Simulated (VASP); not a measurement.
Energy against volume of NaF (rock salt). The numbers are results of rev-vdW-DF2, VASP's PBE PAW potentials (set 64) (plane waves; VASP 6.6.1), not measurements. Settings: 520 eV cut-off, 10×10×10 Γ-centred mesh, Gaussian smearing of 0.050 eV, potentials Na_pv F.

```csv
V (Å³/atom),E (eV/atom)
12.103,-2.56482
12.478,-2.56761
12.852,-2.56693
13.226,-2.56325
```

Q: Fit these four points and predict the energy of the run at 11.729 Å³/atom.

A: A cubic in V^(−2/3), the third-order Birch-Murnaghan form, passes through the four points with V0 = 12.58 Å³/atom and B0 = 48 GPa, and gives -2.5580 eV/atom there. The run gave -2.5578 eV/atom, +0.2 meV/atom from the fit; all five points give B0 = 48 GPa.

The compound is NaF in the rock salt structure. It was relaxed first.
